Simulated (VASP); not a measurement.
Data:

```
CELL_PARAMETERS angstrom
      3.01398     0.00000     0.00000
      0.00000     3.01398     0.00000
      0.00000     0.00000     3.01398
ATOMIC_POSITIONS crystal
  Sn 0.00000 0.00000 0.00000
  C  0.50000 0.50000 0.50000
```

Computed with PBEsol GGA, VASP's PBE PAW potentials (set 64) (plane waves; VASP). Numerical set-up: 620 eV cut-off, 12×12×12 Γ-centred mesh, first-order Methfessel-Paxton smearing of 0.10 eV, potentials Sn_d C.

Unless said otherwise, spin-orbit coupling is left out, though it shifts the bands of the heavy elements here.

### Question
Predict the energy per atom (σ→0), pressure, band gap (on the k-mesh) with the smallest direct gap where there is one.

### Answer

The band gap (on the k-mesh) is none (metal, semimetal or under 0.01 eV) and the energy per atom (σ→0) is -4.912 eV/atom. The pressure is 48.3 kbar.

Total energies compare only between runs with the same potentials, cut-off and functional.

The structure was generated: SnC was put into the CsCl type type (Pm-3m), which need not be its known phase. It was relaxed first under an external pressure of 5 GPa. VASP warned that the highest band is occupied, so more bands are needed.
